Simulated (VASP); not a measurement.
# Sb2TeO2 (I4/mmm) in VASP: density of states with PBE

Aim: the density of states of Sb2TeO2 with PBE.

Program: VASP 6.6.1. These are calculated values, not measurements. Logs are shortened: lines on timing, memory, paths and dates and some standing lists are left out, and cuts for length are marked.

### Step 1. The crystal as given

It takes space group I4/mmm (No. 139, tetragonal). Conventional cell: a = 3.896 Å, b = 3.896 Å, c = 12.551 Å, α = 90.00°, β = 90.00°, γ = 90.00°. Around Sb (site symmetry 4mm) lie 4 O at 2.29 Å. Around Te (site symmetry 4/mmm) lie 8 Sb at 3.36 Å and 8 O at 3.69 Å. O (site symmetry -4m2) has 4 Sb at 2.29 Å as nearest neighbours.

The cell was built by a generator and needn't be a form met in nature.

### Step 2. Density of states, PBE

File POSCAR:

```
Sb2TeO2                                 
1.0
   -1.9481664073      1.9481664073      6.2754195236
    1.9481664073     -1.9481664073      6.2754195236
    1.9481664073      1.9481664073     -6.2754195236
  Sb              Te              O             
     2     1     2
Direct
     0.6539105251499322    0.6539105251499322    0.0000000000000000
     0.3460894748500678    0.3460894748500678    0.0000000000000000
     0.0000000000000000    0.0000000000000000    0.0000000000000000
     0.2500000000000000    0.7500000000000000    0.5000000000000000
     0.7500000000000000    0.2500000000000000    0.5000000000000000
```

File INCAR.step1:

```
PREC = Accurate
ENCUT = 520
EDIFF = 1E-6
ISMEAR = 0
SIGMA = 0.1
LREAL = F
LASPH = T
NELM = 80
ALGO = Fast
ISIF = 2
LWAVE = F
LCHARG = T
GGA = PE
KPAR = 4
```

File KPOINTS.step1:

```
Automatic mesh
0
Gamma
  10 10 10
```

File INCAR.step2:

```
PREC = Accurate
ENCUT = 520
EDIFF = 1E-6
ISMEAR = -5
SIGMA = 0.1
LREAL = F
LASPH = T
NELM = 80
ALGO = Fast
ISIF = 2
LWAVE = F
LCHARG = F
GGA = PE
LORBIT = 11
KPAR = 4
NEDOS = 2001
ICHARG = 11
```

File KPOINTS.step2:

```
Automatic mesh
0
Gamma
  15 15 15
```

Potentials or basis: VASP PAW PBE potentials, release 64 (Sb, Te, O).

Command:

```console
$ cat potpaw_PBE.64/Sb/POTCAR potpaw_PBE.64/Te/POTCAR potpaw_PBE.64/O/POTCAR > POTCAR
$ cp INCAR.step1 INCAR
$ cp KPOINTS.step1 KPOINTS
$ mpirun -np 4 vasp_std > vasp.out
$ cp INCAR.step2 INCAR
$ cp KPOINTS.step2 KPOINTS
$ mpirun -np 4 vasp_std > vasp.out
```

OUTCAR:

```text
PREC = Accurate
   ENCUT = 520
   EDIFF = 1E-6
   ISMEAR = -5
   LREAL = F
   LASPH = T
   NELM = 80
   ISIF = 2
   GGA = PE
   LORBIT = 11
   ICHARG = 11

 ion  position               nearest neighbor table
   1  0.654  0.654  0.000-   4 2.29   5 2.29   4 2.29   5 2.29   3 3.36   3 3.36   3 3.36   3 3.36
                             2 3.66   2 3.66   2 3.66   2 3.66
   2  0.346  0.346  0.000-   4 2.29   5 2.29   4 2.29   5 2.29   3 3.36   3 3.36   3 3.36   3 3.36
                             1 3.66   1 3.66   1 3.66   1 3.66
   3  0.000  0.000  0.000-   1 3.36   1 3.36   1 3.36   2 3.36   2 3.36   2 3.36   1 3.36   2 3.36

   4  0.250  0.750  0.500-   2 2.29   1 2.29   2 2.29   1 2.29
   5  0.750  0.250  0.500-   2 2.29   1 2.29   2 2.29   1 2.29

  LATTYP: Found a body centered tetragonal cell.
 ALAT       =     3.8963328146
 C/A-ratio  =     3.2211927585

  Lattice vectors:

 A1 = (  -1.9481664073,   1.9481664073,   6.2754195236)
 A2 = (   1.9481664073,  -1.9481664073,   6.2754195236)
 A3 = (   1.9481664073,   1.9481664073,  -6.2754195236)

Analysis of symmetry for initial positions (statically):
=====================================================================
 Subroutine PRICEL returns:
 Original cell was already a primitive cell.

 Routine SETGRP: Setting up the symmetry group for a
 body centered tetragonal supercell.

 Subroutine GETGRP returns: Found 16 space group operations
 (whereof 16 operations were pure point group operations)
 out of a pool of 16 trial point group operations.

The static configuration has the point symmetry D_4h.

Analysis of symmetry for dynamics (positions and initial velocities):
=====================================================================
 Subroutine PRICEL returns:
 Original cell was already a primitive cell.

 Routine SETGRP: Setting up the symmetry group for a
 body centered tetragonal supercell.

 Subroutine GETGRP returns: Found 16 space group operations
 (whereof 16 operations were pure point group operations)
 out of a pool of 16 trial point group operations.

The dynamic configuration has the point symmetry D_4h.

 Subroutine INISYM returns: Found 16 space group operations
 (whereof 16 operations are pure point group operations),
 and found     1 'primitive' translations

----------------------------------------------------------------------------------------

                                     Primitive cell

  volume of cell :      95.2697

  direct lattice vectors                    reciprocal lattice vectors
    -1.948166407  1.948166407  6.275419524     0.000000000  0.256651587  0.079675948
     1.948166407 -1.948166407  6.275419524     0.256651587  0.000000000  0.079675948
     1.948166407  1.948166407 -6.275419524     0.256651587  0.256651587  0.000000000

  length of vectors
     6.853582632  6.853582632  6.853582632     0.268734616  0.268734616  0.362960155

  position of ions in fractional coordinates (direct lattice)
     0.653910525  0.653910525  0.000000000
     0.346089475  0.346089475  0.000000000
     0.000000000  0.000000000  0.000000000
     0.250000000  0.750000000  0.500000000
     0.750000000  0.250000000  0.500000000

  ion indices of the primitive-cell ions
   primitive index   ion index
                 1           1
                 2           2
                 3           3
                 4           4
                 5           5

----------------------------------------------------------------------------------------

 KPOINTS: Automatic mesh

Automatic generation of k-mesh.
 Grid dimensions read from file:
 generate k-points for:   15   15   15

 Generating k-lattice:

  Cartesian coordinates                     Fractional coordinates (reciprocal lattice)
     0.000000000  0.017110106  0.005311730     0.066666667  0.000000000  0.000000000
     0.017110106  0.000000000  0.005311730     0.000000000  0.066666667  0.000000000
     0.017110106  0.017110106  0.000000000     0.000000000  0.000000000  0.066666667

  Length of vectors
     0.017915641  0.017915641  0.024197344

  Shift w.r.t. Gamma in fractional coordinates (k-lattice)
     0.000000000  0.000000000  0.000000000

 TETIRR: Found   4311 inequivalent tetrahedra from    20250

 Subroutine IBZKPT returns following result:
 ===========================================

 Found    288 irreducible k-points:

 Following reciprocal coordinates:
            Coordinates               Weight
  0.000000  0.000000  0.000000      1.000000
  0.066667  0.000000 -0.000000      8.000000
  0.133333 -0.000000  0.000000      8.000000
  0.200000 -0.000000  0.000000      8.000000
  0.266667 -0.000000  0.000000      8.000000
  0.333333 -0.000000  0.000000      8.000000
[... 16 lines left out ...]
  0.133333  0.133333  0.000000      8.000000
  0.200000  0.133333  0.000000     16.000000
 [... further k-points ...]
   k-points           NKPTS =    288   k-points in BZ     NKDIM =    288   number of bands    NBANDS=     18
   number of dos      NEDOS =   2001   number of ions     NIONS =      5
   total plane-waves  NPLWV = 157464
   dimension x,y,z NGX =    54 NGY =   54 NGZ =   54
   dimension x,y,z NGXF=   108 NGYF=  108 NGZF=  108
   ions per type =               2   1   2
   NGX,Y,Z   is equivalent  to a cutoff of  13.10, 13.10, 13.10 a.u.
   NGXF,Y,Z  is equivalent  to a cutoff of  26.20, 26.20, 26.20 a.u.
 SYSTEM =  unknown system
   PREC   = accura    normal or accurate (medium, high low for compatibility)
   ISTART =      0    job   : 0-new  1-cont  2-samecut
   ICHARG =     11    charge: 1-file 2-atom 10-const
   ISPIN  =      1    spin polarized calculation?
   LNONCOLLINEAR =      F non collinear calculations
   LSORBIT =      F    spin-orbit coupling
   LASPH  =      T    aspherical Exc in radial PAW
   ENCUT  =  520.0 eV  38.22 Ry    6.18 a.u.  12.74 12.74 12.74*2*pi/ulx,y,z
   NELM   =     80;   NELMIN=  2; NELMDL=  0     # of ELM steps
   EDIFF  = 0.1E-05   stopping-criterion for ELM
   LREAL  =      F    real-space projection
   EDIFFG = 0.1E-04   stopping-criterion for IOM
   NSW    =      0    number of steps for IOM
   IBRION =     -1    ionic relax: 0-MD 1-quasi-New 2-CG
   NFREE  =      0    steps in history (QN), initial steepest desc. (CG)
   ISIF   =      2    stress and relaxation
   ISYM   =      2    0-nonsym 1-usesym 2-fastsym
   POTIM  = 0.5000    time-step for ionic-motion
   TEBEG  =    0.0;   TEEND  =   0.0 temperature during run
   PSTRESS=    0.0 pullay stress
   NELECT =      28.0000    total number of electrons
   NUPDOWN=      -1.0000    fix difference up-down
   EMIN   =  10.00;   EMAX   =-10.00  energy-range for DOS
   EFERMI =   0.00;   METHOD = LEGACY
   ISMEAR =    -5;   SIGMA  =   0.10  broadening in eV -4-tet -1-fermi 0-gaus
   EFERMI_NEDOS =   21; number of points for ismear=-14 and -15
   IALGO  =     68    algorithm
   IMIX   =      4    mixing-type and parameters
     AMIX     =   0.40;   BMIX     =  1.00
     AMIX_MAG =   1.60;   BMIX_MAG =  1.00
  volume/ion in A,a.u.               =      19.05       128.58
  Fermi-wavevector in a.u.,A,eV,Ry     =   1.088452  2.056876 16.119195  1.184727
  Thomas-Fermi vector in A             =   2.224634
   LORBIT       =     11    0 simple, 1 ext, 2 COOP (PROOUT), +10 PAW based schemes
   GGA     = PE    functional components
   LHFCALC =     F    Hartree Fock is set to
   AEXX    =    0.0000 exact exchange contribution
   IVDW    =     0    specifies the selected vdW correction
   LEPSILON=     F    determine dielectric tensor
   LRPA    =     F    only Hartree local field effects (RPA)
 non-spin polarized calculation
 RMM-DIIS sequential band-by-band and
 Fermi weights with tetrahedron method with Bloechl corrections
  energy-cutoff  :      520.00
  volume of cell :       95.27
 maximum number of plane-waves:      2589
 NGX is ok and might be reduce to    54

 number of electron      28.0000001 magnetization

 Free energy of the ion-electron system (eV)
  ---------------------------------------------------
  ext. energy  EPLUGINS =         0.00000000
  ---------------------------------------------------
  free energy    TOTEN  =       -25.24422824 eV

  energy without entropy =      -25.24422824  energy(sigma->0) =      -25.24422824

 E-fermi :   7.9756     XC(G=0): -10.3760

 val. band max:        8.0373531948   @ k =  -0.0667   0.4000   0.0667
 cond. band min:       7.8894290530   @ k =  -0.1333  -0.1333   0.1333
 fundamental gap:     -0.1479241419
 Fermi energy:         7.9755956449

 k-point     1 :       0.0000    0.0000    0.0000
  band No.  band energies     occupation
      1     -12.4540      2.00000
      2     -10.4449      2.00000
      3      -3.8252      2.00000
      4      -2.5068      2.00000
      5       1.1587      2.00000
      6       1.1587      2.00000
[... 10 lines left out ...]
     17      11.4863      0.00000
     18      11.7769      0.00000

 k-point     2 :       0.0667    0.0000   -0.0000
  band No.  band energies     occupation
      1     -12.4318      2.00000
      2     -10.4642      2.00000
      3      -3.8045      2.00000
      4      -2.4762      2.00000
      5       1.1354      2.00000
      6       1.1857      2.00000
[... 10 lines left out ...]
     17      11.4628      0.00000
     18      11.6823      0.00000

 k-point     3 :       0.1333   -0.0000    0.0000
  band No.  band energies     occupation
      1     -12.3662      2.00000
      2     -10.5217      2.00000
      3      -3.7408      2.00000
      4      -2.3897      2.00000
      5       0.8724      2.00000
      6       1.1534      2.00000
[... 412 lines left out ...]
 k-point    23 :       0.1333    0.1333    0.0000
  band No.  band energies     occupation
      1     -12.2812      2.00000
      2     -10.5860      2.00000
      3      -3.7130      2.00000
      4      -2.2149      2.00000
      5       0.3682      2.00000
      6       0.9833      2.00000
[... 10 lines left out ...]
     17      10.4106      0.00000
     18      10.8738      0.00000

 k-point    24 :       0.2000    0.1333    0.0000
  band No.  band energies     occupation
      1     -12.1786      2.00000
      2     -10.6672      2.00000
      3      -3.6136      2.00000
      4      -2.1188      2.00000
      5      -0.0605      2.00000
      6       0.9509      2.00000
[... 10 lines left out ...]
     17      10.1459      0.00000
     18      10.6779      0.00000

 [... further k-points ...]
[... 5 lines left out ...]
  --------------------------------------------------------------------------------------
  -------------------------------------------------------------------------------------
  Total       -0.0050079     -0.0050079     -0.0541971      0.0000000      0.0000000      0.0000000
  in kB       -0.0842187     -0.0842187     -0.9114477      0.0000000      0.0000000      0.0000000
  external PRESSURE =      -0.3599617 kB  Pullay stress =       0.0000000 kB

 VOLUME and BASIS-vectors are now :
 -----------------------------------------------------------------------------
  energy-cutoff  :      520.00
  volume of cell :       95.27
      direct lattice vectors                 reciprocal lattice vectors
    -1.948166407  1.948166407  6.275419524     0.000000000  0.256651587  0.079675948
     1.948166407 -1.948166407  6.275419524     0.256651587  0.000000000  0.079675948
     1.948166407  1.948166407 -6.275419524     0.256651587  0.256651587  0.000000000

 POSITION                                       TOTAL-FORCE (eV/Angst)
 -----------------------------------------------------------------------------------
      0.00000      0.00000      8.20713        -0.000000     -0.000000     -0.002834
      0.00000      0.00000      4.34371         0.000000      0.000000      0.002834
      0.00000      0.00000      0.00000        -0.000000     -0.000000      0.000000
      1.94817      0.00000      3.13771        -0.000000     -0.000000      0.000000
      0.00000      1.94817      3.13771        -0.000000     -0.000000      0.000000
 -----------------------------------------------------------------------------------
    total drift:                               -0.000000     -0.000000      0.000000

  FREE ENERGIE OF THE ION-ELECTRON SYSTEM (eV)
  ---------------------------------------------------
  free  energy   TOTEN  =       -25.2442282408 eV

  energy  without entropy=      -25.2442282408  energy(sigma->0) =      -25.24422824

 total charge

# of ion       s       p       d       tot
------------------------------------------
    1        1.330   0.757   0.081   2.169
    2        1.330   0.757   0.081   2.169
    3        1.380   1.993   0.021   3.394
    4        1.585   3.380   0.000   4.965
    5        1.585   3.380   0.000   4.965
--------------------------------------------------
tot          7.212  10.266   0.183  17.661
```

Wall time 4.3 min (4 MPI ranks of Intel Xeon 6975P-C (Granite Rapids), shared host); peak memory 0.76 GiB.

What came out:

```
Valence electrons inside the program's atomic spheres : Sb 2.17; Te 3.39; O 4.96
```

States per cell in windows of 0.5 eV (zero at the Fermi level; states under -8 eV left out):
| from (eV) | total | O4_p | O5_p | Te3_p | Sb1_p | Sb2_p | Sb1_s |
| --- | --- | --- | --- | --- | --- | --- | --- |
| -8.0 | 0.16 | 0.01 | 0.01 | 0.00 | 0.00 | 0.00 | 0.03 |
| -7.5 | 0.24 | 0.04 | 0.04 | 0.00 | 0.01 | 0.01 | 0.01 |
| -7.0 | 1.66 | 0.31 | 0.31 | 0.03 | 0.09 | 0.09 | 0.02 |
| -6.5 | 1.28 | 0.26 | 0.26 | 0.02 | 0.08 | 0.08 | 0.00 |
| -6.0 | 0.99 | 0.22 | 0.22 | 0.02 | 0.06 | 0.06 | 0.00 |
| -5.5 | 1.24 | 0.26 | 0.26 | 0.03 | 0.07 | 0.07 | 0.01 |
| -5.0 | 1.81 | 0.38 | 0.38 | 0.06 | 0.10 | 0.10 | 0.02 |
| -4.5 | 1.54 | 0.36 | 0.36 | 0.04 | 0.07 | 0.07 | 0.03 |
| -4.0 | 1.44 | 0.36 | 0.36 | 0.04 | 0.06 | 0.06 | 0.02 |
| -3.5 | 1.62 | 0.42 | 0.42 | 0.04 | 0.06 | 0.06 | 0.04 |
| -3.0 | 0.91 | 0.15 | 0.15 | 0.13 | 0.03 | 0.03 | 0.02 |
| -2.5 | 0.81 | 0.05 | 0.05 | 0.22 | 0.02 | 0.02 | 0.01 |
| -2.0 | 1.63 | 0.12 | 0.12 | 0.45 | 0.03 | 0.03 | 0.04 |
| -1.5 | 1.49 | 0.10 | 0.10 | 0.41 | 0.03 | 0.03 | 0.07 |
| -1.0 | 1.03 | 0.08 | 0.08 | 0.30 | 0.02 | 0.02 | 0.06 |
| -0.5 | 0.47 | 0.02 | 0.02 | 0.18 | 0.01 | 0.01 | 0.01 |
| 0.0 | 0.13 | 0.00 | 0.00 | 0.01 | 0.02 | 0.02 | 0.00 |
| 0.5 | 0.37 | 0.01 | 0.01 | 0.02 | 0.05 | 0.05 | 0.00 |
| 1.0 | 1.09 | 0.05 | 0.05 | 0.05 | 0.16 | 0.16 | 0.01 |
| 1.5 | 1.49 | 0.10 | 0.10 | 0.06 | 0.22 | 0.22 | 0.02 |
| 2.0 | 1.65 | 0.12 | 0.12 | 0.07 | 0.24 | 0.24 | 0.02 |
| 2.5 | 1.29 | 0.11 | 0.11 | 0.07 | 0.19 | 0.19 | 0.02 |
| 3.0 | 1.50 | 0.11 | 0.11 | 0.11 | 0.24 | 0.24 | 0.01 |
| 3.5 | 0.45 | 0.04 | 0.04 | 0.04 | 0.07 | 0.07 | 0.00 |
| 4.0 | 0.05 | 0.00 | 0.00 | 0.00 | 0.01 | 0.01 | 0.00 |
| 4.5 | 0.00 | 0.00 | 0.00 | 0.00 | 0.00 | 0.00 | 0.00 |

Caveat: tetrahedron occupations give inexact forces and stress in metals. Spin-orbit coupling is left out, which matters for the levels of Sb, Te.
